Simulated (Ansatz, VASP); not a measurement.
# Al5Co2 (Al5Co2 (P6_3/mmc)) in two plane-wave programs, part 2 of 3

One calculation is typed for both programs; each brings its own data sets. How far apart do they land? Of the first pair: The structure shown is the start of the Ansatz relaxation below; VASP solves that cell, so the two are compared at the walk's first step.

VASP 6.6.1 and Ansatz 0.2.0.

So far: Starting point; Ansatz: relaxation, r2SCAN.

## 3. VASP: single point, r2SCAN, start cell, pair 1

Level of this step: r2SCAN, no spin polarisation; plane waves and PAW (Al, Co) (VASP).

The same cell, functional, mesh and smearing now go to VASP, with its own data sets.

Lines of VASP's logs that name or quote its potential files are left out, and so is its time.

File INCAR:

```
SYSTEM = Al5Co2
PREC = Accurate
ENCUT = 580
EDIFF = 1E-06
NELM = 120
ISMEAR = -1
SIGMA = 0.05
LREAL = .FALSE.
ALGO = Normal
METAGGA = R2SCAN
LASPH = .TRUE.
NBANDS = 88
LORBIT = 11
LWAVE = .FALSE.
LCHARG = .FALSE.
ISIF = 2
GGA_COMPAT = .FALSE.
LMIXTAU = .TRUE.
KPAR = 4
```

File POSCAR:

```
Al5Co2
1.0
    7.6047410000      0.0000000000      0.0000000000
   -3.8023700000      6.5858990000      0.0000000000
    0.0000000000      0.0000000000      7.5139840000
Al Co
20 8
Direct
    0.9999998365      0.9999999562      0.0000000000
    0.9999998365      0.9999999562      0.5000000000
    0.4681273958      0.9362550748      0.2500000000
    0.5318722772      0.4681275155      0.7500000000
    0.9362549551      0.4681275155      0.7500000000
    0.0637447179      0.5318723969      0.2500000000
    0.4681273958      0.5318723969      0.2500000000
    0.5318722772      0.0637448376      0.7500000000
    0.1939593058      0.3879188949      0.9391640640
    0.8060403672      0.1939594255      0.4391640640
    0.3879187752      0.1939594255      0.4391640640
    0.6120808978      0.8060404869      0.9391640640
    0.1939593058      0.8060404869      0.9391640640
    0.8060403672      0.6120810176      0.0608359360
    0.8060403672      0.1939594255      0.0608359360
    0.8060403672      0.6120810176      0.4391640640
    0.3879187752      0.1939594255      0.0608359360
    0.6120808978      0.8060404869      0.5608359360
    0.1939593058      0.3879188949      0.5608359360
    0.1939593058      0.8060404869      0.5608359360
    0.3333331698      0.6666666229      0.7500000000
    0.6666665032      0.3333332895      0.2500000000
    0.1269878609      0.2539760049      0.2500000000
    0.8730118121      0.1269879806      0.7500000000
    0.2539758852      0.1269879806      0.7500000000
    0.7460237878      0.8730119318      0.2500000000
    0.1269878609      0.8730119318      0.2500000000
    0.8730118121      0.7460239075      0.7500000000
```

File KPOINTS:

```
Automatic mesh
0
Gamma
6 6 5
0 0 0
```

PAW data sets: Al and Co (PBE family, release 64).

Launch:

```sh
> mpirun -np 4 vasp_std
```

Numbers of over 12 decimals in the logs are rounded to 6 here.

What it wrote:

```text
[banner, memory and clock lines left out]
running    4 mpi-ranks, on    1 nodes
 distrk:  each k-point on    1 cores,    4 groups
 distr:  one band on    1 cores,    1 groups

 POSCAR found type information on POSCAR AlCo
 POSCAR found :  2 types and      28 ions
|                                                                             |
|               ----> ADVICE to this user running VASP <----                  |
|                                                                             |
|     You have a (more or less) 'large supercell' and for larger cells it     |
|     might be more efficient to use real-space projection operators.         |
|     Therefore, try LREAL= Auto in the INCAR file.                           |
|     Mind: For very accurate calculation, you might also keep the            |
|     reciprocal projection scheme (i.e. LREAL=.FALSE.).                      |
|                                                                             |

|                                                                             |
|               ----> ADVICE to this user running VASP <----                  |
|                                                                             |
|     You enforced a specific xc type in the INCAR file but a different       |
|     [... a line on the potential file left out ...]
|     I HOPE YOU KNOW WHAT YOU ARE DOING!                                     |
|                                                                             |

 LDA part: xc-table for (None), standard interpolation
 POSCAR, INCAR and KPOINTS ok, starting setup
 FFT: planning ... GRIDC
 FFT: planning ... GRID_SOFT
 FFT: planning ... GRID
 WAVECAR not read
 entering main loop
       N       E                     dE             d eps       ncg     rms          rms(c)
DAV:   1     0.781384768395E+03    0.78138E+03   -0.55839E+04  3696   0.163E+03
DAV:   2    -0.186177829533E+03   -0.96756E+03   -0.92764E+03  3696   0.368E+02
DAV:   3    -0.276785013125E+03   -0.90607E+02   -0.82678E+02  4112   0.131E+02
DAV:   4    -0.281559081635E+03   -0.47741E+01   -0.46543E+01  4552   0.277E+01
DAV:   5    -0.281756475540E+03   -0.19739E+00   -0.19668E+00  4864   0.545E+00    0.412E+01
DAV:   6    -0.320305948136E+03   -0.38549E+02   -0.46434E+02  4632   0.191E+02    0.719E+01
DAV:   7    -0.256622653395E+03    0.63683E+02   -0.16532E+02  4760   0.126E+02    0.151E+01
DAV:   8    -0.253926591959E+03    0.26961E+01   -0.37873E+01  5664   0.394E+01    0.120E+01
DAV:   9    -0.253643988358E+03    0.28260E+00   -0.85678E+00  5568   0.349E+01    0.125E+01
DAV:  10    -0.252410899371E+03    0.12331E+01   -0.34529E+00  5568   0.236E+01    0.435E+00
DAV:  11    -0.252512194907E+03   -0.10130E+00   -0.99374E-01  4664   0.675E+00    0.304E+00
DAV:  12    -0.252499419060E+03    0.12776E-01   -0.62921E-01  4968   0.772E+00    0.164E+00
DAV:  13    -0.252497474396E+03    0.19447E-02   -0.19003E-01  4688   0.468E+00    0.666E-01
DAV:  14    -0.252494985927E+03    0.24885E-02   -0.10590E-02  4464   0.106E+00    0.221E-01
DAV:  15    -0.252495523452E+03   -0.53752E-03   -0.21024E-03  4224   0.331E-01    0.216E-01
DAV:  16    -0.252495387538E+03    0.13591E-03   -0.13085E-03  5168   0.305E-01    0.668E-02
DAV:  17    -0.252495356261E+03    0.31277E-04   -0.41068E-04  4120   0.125E-01    0.269E-02
DAV:  18    -0.252495389379E+03   -0.33119E-04   -0.77397E-05  4008   0.428E-02    0.178E-02
DAV:  19    -0.252495391566E+03   -0.21869E-05   -0.61029E-06  4176   0.170E-02    0.194E-02
DAV:  20    -0.252495397274E+03   -0.57076E-05   -0.21383E-05  4552   0.391E-02    0.669E-03
DAV:  21    -0.252495394861E+03    0.24129E-05   -0.11568E-06  2280   0.921E-03    0.246E-03
DAV:  22    -0.252495395578E+03   -0.71734E-06   -0.65705E-07  2280   0.621E-03
   1 F= -.25249540E+03 E0= -.25247953E+03  d E =-.317405E-01
```

OUTCAR, selected parts (step 3):

```text
ion  position               nearest neighbor table
   1  1.000  1.000  0.000-  24 2.52  27 2.52  23 2.52  28 2.52  25 2.52  26 2.52  13 2.60  15 2.60
                            14 2.60   9 2.60  17 2.60  12 2.60
   2  1.000  1.000  0.500-  24 2.52  27 2.52  23 2.52  28 2.52  25 2.52  26 2.52  20 2.60  10 2.60
                            16 2.60  19 2.60  11 2.60  18 2.60
   3  0.468  0.936  0.250-  26 2.39  27 2.39  22 2.62  17 2.73  11 2.73  10 2.73  15 2.73  18 2.95
                            12 2.95  20 2.95  13 2.95   7 3.08   6 3.08
   4  0.532  0.468  0.750-  25 2.39  28 2.39  21 2.62  18 2.73  12 2.73  19 2.73   9 2.73  17 2.95
                            11 2.95  14 2.95  16 2.95   8 3.08   5 3.08
   5  0.936  0.468  0.750-  28 2.39  24 2.39  21 2.62  19 2.73   9 2.73  20 2.73  13 2.73  16 2.95
                            14 2.95  10 2.95  15 2.95   4 3.08   8 3.08
   6  0.064  0.532  0.250-  23 2.39  27 2.39  22 2.62  16 2.73  14 2.73  10 2.73  15 2.73  19 2.95
                             9 2.95  20 2.95  13 2.95   7 3.08   3 3.08
   7  0.468  0.532  0.250-  26 2.39  23 2.39  22 2.62  17 2.73  11 2.73  14 2.73  16 2.73  18 2.95
                            12 2.95  19 2.95   9 2.95   3 3.08   6 3.08
   8  0.532  0.064  0.750-  25 2.39  24 2.39  21 2.62  18 2.73  12 2.73  20 2.73  13 2.73  17 2.95
                            11 2.95  10 2.95  15 2.95   4 3.08   5 3.08
   9  0.194  0.388  0.939-  21 2.32  23 2.50   1 2.60  25 2.66  24 2.66  17 2.71  15 2.71   5 2.73
                             4 2.73  19 2.84   6 2.95   7 2.95  13 3.18  12 3.18
  10  0.806  0.194  0.439-  22 2.32  24 2.50   2 2.60  26 2.66  23 2.66  18 2.71  19 2.71   6 2.73
                             3 2.73  15 2.84   5 2.95   8 2.95  16 3.18  11 3.18
  11  0.388  0.194  0.439-  22 2.32  25 2.50   2 2.60  23 2.66  27 2.66  19 2.71  20 2.71   3 2.73
                             7 2.73  17 2.84   8 2.95   4 2.95  10 3.18  16 3.18
  12  0.612  0.806  0.939-  21 2.32  26 2.50   1 2.60  28 2.66  24 2.66  14 2.71  15 2.71   8 2.73
                             4 2.73  18 2.84   3 2.95   7 2.95  13 3.18   9 3.18
  13  0.194  0.806  0.939-  21 2.32  27 2.50   1 2.60  25 2.66  28 2.66  17 2.71  14 2.71   5 2.73
                             8 2.73  20 2.84   6 2.95   3 2.95   9 3.18  12 3.18
  14  0.806  0.612  0.061-  22 2.32  28 2.50   1 2.60  26 2.66  27 2.66  12 2.71  13 2.71   6 2.73
                             7 2.73  16 2.84   5 2.95   4 2.95  15 3.18  17 3.18
  15  0.806  0.194  0.061-  22 2.32  24 2.50   1 2.60  26 2.66  23 2.66  12 2.71   9 2.71   6 2.73
                             3 2.73  10 2.84   5 2.95   8 2.95  14 3.18  17 3.18
  16  0.806  0.612  0.439-  22 2.32  28 2.50   2 2.60  26 2.66  27 2.66  18 2.71  20 2.71   6 2.73
                             7 2.73  14 2.84   5 2.95   4 2.95  10 3.18  11 3.18
  17  0.388  0.194  0.061-  22 2.32  25 2.50   1 2.60  23 2.66  27 2.66   9 2.71  13 2.71   3 2.73
                             7 2.73  11 2.84   8 2.95   4 2.95  15 3.18  14 3.18
  18  0.612  0.806  0.561-  21 2.32  26 2.50   2 2.60  28 2.66  24 2.66  16 2.71  10 2.71   8 2.73
                             4 2.73  12 2.84   3 2.95   7 2.95  20 3.18  19 3.18
  19  0.194  0.388  0.561-  21 2.32  23 2.50   2 2.60  25 2.66  24 2.66  11 2.71  10 2.71   5 2.73
                             4 2.73   9 2.84   6 2.95   7 2.95  20 3.18  18 3.18
  20  0.194  0.806  0.561-  21 2.32  27 2.50   2 2.60  25 2.66  28 2.66  11 2.71  16 2.71   5 2.73
                             8 2.73  13 2.84   6 2.95   3 2.95  19 3.18  18 3.18
  21  0.333  0.667  0.750-  13 2.32  20 2.32  19 2.32   9 2.32  12 2.32  18 2.32   4 2.62   8 2.62
                             5 2.62
  22  0.667  0.333  0.250-  10 2.32  15 2.32  14 2.32  16 2.32  11 2.32  17 2.32   7 2.62   3 2.62
                             6 2.62
  23  0.127  0.254  0.250-   6 2.39   7 2.39   9 2.50  19 2.50   1 2.52   2 2.52  17 2.66  11 2.66
                            10 2.66  15 2.66  27 2.90  26 2.90
  24  0.873  0.127  0.750-   5 2.39   8 2.39  10 2.50  15 2.50   1 2.52   2 2.52  12 2.66  18 2.66
                             9 2.66  19 2.66  28 2.90  25 2.90
  25  0.254  0.127  0.750-   8 2.39   4 2.39  11 2.50  17 2.50   1 2.52   2 2.52   9 2.66  19 2.66
                            13 2.66  20 2.66  24 2.90  28 2.90
  26  0.746  0.873  0.250-   3 2.39   7 2.39  12 2.50  18 2.50   1 2.52   2 2.52  16 2.66  14 2.66
                            10 2.66  15 2.66  27 2.90  23 2.90
  27  0.127  0.873  0.250-   6 2.39   3 2.39  13 2.50  20 2.50   1 2.52   2 2.52  17 2.66  11 2.66
                            14 2.66  16 2.66  23 2.90  26 2.90
  28  0.873  0.746  0.750-   5 2.39   4 2.39  14 2.50  16 2.50   1 2.52   2 2.52  12 2.66  18 2.66
                            13 2.66  20 2.66  24 2.90  25 2.90

  LATTYP: Found a hexagonal cell.
 ALAT       =     7.6047410000
 C/A-ratio  =     0.9880657343

 Subroutine GETGRP returns: Found 24 space group operations
 (whereof 12 operations were pure point group operations)

The static configuration has the point symmetry D_3d.
 The point group associated with its full space group is D_6h.

 Found     21 irreducible k-points:

   k-points           NKPTS =     21   k-points in BZ     NKDIM =     21   number of bands    NBANDS=     88

   dimension x,y,z NGX =    60 NGY =   60 NGZ =   60
   dimension x,y,z NGXF=   120 NGYF=  120 NGZF=  120

   ENCUT  =  580.0 eV  42.63 Ry    6.53 a.u.  14.93 14.93 14.76*2*pi/ulx,y,z

   NELECT =     132.0000    total number of electrons

 k-points in reciprocal lattice and weights: Automatic mesh
   0.00000000  0.00000000  0.00000000       0.006
   0.16666667  0.00000000  0.00000000       0.033
   0.33333333  0.00000000  0.00000000       0.033
   0.50000000  0.00000000  0.00000000       0.017
   0.16666667  0.16666667  0.00000000       0.033
   0.33333333  0.16666667  0.00000000       0.067
   0.33333333  0.33333333  0.00000000       0.011
   0.00000000  0.00000000  0.20000000       0.011
   0.16666667  0.00000000  0.20000000       0.067
[...]
0.33333333  0.16666667  0.40000000       0.133
   0.33333333  0.33333333  0.40000000       0.022

 average (electrostatic) potential at core
       1 -73.3949       2 -73.3949       3 -73.9207       4 -73.9207       5 -73.9207
       6 -73.9207       7 -73.9207       8 -73.9207       9 -73.7296      10 -73.7296
      11 -73.7296      12 -73.7296      13 -73.7296      14 -73.7296      15 -73.7296
      16 -73.7296      17 -73.7296      18 -73.7296      19 -73.7296      20 -73.7296
      21 -83.5808      22 -83.5808      23 -83.7096      24 -83.7096      25 -83.7096
      26 -83.7096      27 -83.7096      28 -83.7096

 E-fermi :   9.2286

 k-point     1 :       0.0000    0.0000    0.0000
  band No.  band energies     occupation
    ...
     61       8.2471      2.00000
     62       8.2471      2.00000
     63       9.0813      1.90003
     64       9.0813      1.90003
     65       9.1488      1.66290
     66      10.1933      0.00000
     67      10.1933      0.00000
     68      10.4982      0.00000
     69      10.8486      0.00000
     70      10.9029      0.00000
    ...

 k-point     2 :       0.1667    0.0000    0.0000
  band No.  band energies     occupation
    ...
     61       8.3274      2.00000
     62       8.3512      2.00000
     63       8.8892      1.99775
     64       8.9191      1.99591
     65       9.0854      1.89198
     66       9.7741      0.00004
     67      10.1019      0.00000
     68      10.1472      0.00000
     69      10.4832      0.00000
     70      10.6765      0.00000
    ...

 k-point     3 :       0.3333    0.0000    0.0000
  band No.  band energies     occupation
    ...
     62       8.6130      1.99999
     63       8.6763      1.99997
     64       8.7173      1.99993
     65       8.9385      1.99397
     66       8.9800      1.98624
     67       9.3655      0.12150
     68       9.8454      0.00001
     69       9.8842      0.00000
     70      10.3092      0.00000
     71      10.4262      0.00000
    ...

  Total        0.1972880      0.1972880     -0.1023522      0.0000000     -0.0000000      0.0000000
  in kB        0.8399270      0.8399270     -0.4357505      0.0000001     -0.0000000      0.0000000
  external PRESSURE =       0.4147012 kB  Pullay stress =       0.0000000 kB

  energy-cutoff  :      580.00
  volume of cell :      376.33
      direct lattice vectors                 reciprocal lattice vectors
     7.604741000  0.000000000  0.000000000     0.131496918  0.075919770  0.000000000
    -3.802370000  6.585899000  0.000000000     0.000000000  0.151839559  0.000000000
     0.000000000  0.000000000  7.513984000     0.000000000  0.000000000  0.133085192

 POSITION                                       TOTAL-FORCE (eV/Angst)
 -----------------------------------------------------------------------------------
      3.80237      6.58590      0.00000         0.000000     -0.000000      0.000000
      3.80237      6.58590      3.75699         0.000000     -0.000000      0.000000
     -0.00000      6.16608      1.87850         0.000000      0.006796      0.000000
      2.26476      3.08304      5.63549        -0.005886      0.003398      0.000000
      5.33998      3.08304      5.63549         0.005886      0.003398      0.000000
     -1.53761      3.50286      1.87850        -0.005886     -0.003398     -0.000000
      1.53761      3.50286      1.87850         0.005886     -0.003398     -0.000000
      3.80237      0.41982      5.63549        -0.000000     -0.006796      0.000000
     -0.00000      2.55479      7.05686        -0.000000     -0.003312     -0.003918
      5.39222      1.27740      3.29987         0.002868     -0.001656     -0.003918
      2.21252      1.27740      3.29987        -0.002868     -0.001656     -0.003918
      1.58985      5.30850      7.05686         0.002868      0.001656     -0.003918
     -1.58985      5.30850      7.05686        -0.002868      0.001656     -0.003918
      3.80237      4.03110      0.45712         0.000000      0.003312      0.003918
      5.39222      1.27740      0.45712         0.002868     -0.001656      0.003918
      3.80237      4.03110      3.29987         0.000000      0.003312     -0.003918
      2.21252      1.27740      0.45712        -0.002868     -0.001656      0.003918
      1.58985      5.30850      4.21411         0.002868      0.001656      0.003918
     -0.00000      2.55479      4.21411        -0.000000     -0.003312      0.003918
     -1.58985      5.30850      4.21411        -0.002868      0.001656      0.003918
     -0.00000      4.39060      5.63549         0.000000     -0.000000      0.000000
      3.80237      2.19530      1.87850         0.000000     -0.000000      0.000000
     -0.00000      1.67266      1.87850        -0.000000     -0.018506     -0.000000
      6.15617      0.83633      5.63549         0.016026     -0.009253      0.000000
      1.44857      0.83633      5.63549        -0.016026     -0.009253     -0.000000
      2.35380      5.74957      1.87850         0.016026      0.009253      0.000000
     -2.35380      5.74957      1.87850        -0.016026      0.009253      0.000000
      3.80237      4.91324      5.63549         0.000000      0.018506      0.000000
 -----------------------------------------------------------------------------------
    total drift:                               -0.000554     -0.000135      0.000008

  FREE ENERGIE OF THE ION-ELECTRON SYSTEM (eV)
  ---------------------------------------------------
  free  energy   TOTEN  =      -252.4953955783 eV

  energy  without entropy=     -252.4636550567  energy(sigma->0) =     -252.47952532

 total charge
# of ion       s       p       d       tot
------------------------------------------
    1        0.397   0.472   0.000   0.868
    2        0.397   0.472   0.000   0.868
    3        0.409   0.400   0.000   0.809
    4        0.409   0.400   0.000   0.809
    5        0.409   0.400   0.000   0.809
    6        0.409   0.400   0.000   0.809
    7        0.409   0.400   0.000   0.809
    8        0.409   0.400   0.000   0.809
    9        0.397   0.427   0.000   0.823
   10        0.397   0.427   0.000   0.823
   11        0.397   0.427   0.000   0.823
   12        0.397   0.427   0.000   0.823
   13        0.397   0.427   0.000   0.823
   14        0.397   0.427   0.000   0.823
   15        0.397   0.427   0.000   0.823
   16        0.397   0.427   0.000   0.823
   17        0.397   0.427   0.000   0.823
   18        0.397   0.427   0.000   0.823
   19        0.397   0.427   0.000   0.823
   20        0.397   0.427   0.000   0.823
   21        0.550   0.636   7.616   8.802
   22        0.550   0.636   7.616   8.802
   23        0.465   0.567   7.486   8.518
   24        0.465   0.567   7.486   8.518
   25        0.465   0.567   7.486   8.518
   26        0.465   0.567   7.486   8.518
   27        0.465   0.567   7.486   8.518
   28        0.465   0.567   7.486   8.518
--------------------------------------------------
tot         11.897  13.142  60.148  85.186

[... 3 further parts left out ...]
```

This run has no spin polarisation, so a moment on Co, if there is one, isn't seen.

## 4. Differences

Known differences besides the potentials themselves: VASP keeps PBE cores, Ansatz makes them for the functional; the data sets hold 196 valence electrons in Ansatz (on its PAW soft_1 files) and 132 in VASP; the cutoff is 500 eV in Ansatz and 580 eV in VASP. Total energies have different zeros and are not compared.

At this near-relaxed geometry the largest component of a force difference is 5 meV/Å.

(Part 2 of 3 ends here.)

[Lines on the potential files, build, host, timing and source positions are cut from VASP's logs without a mark.]

[Logs are printed without paths, hosts, clocks, repeated set-up lines and the standing remarks that a program may print on its own settings, such as how far it seeks lower states.]

[Hosts, paths, dates, database ids (printed as entryN), source tags and the programs' standing remarks are cut or masked in the printed files.]
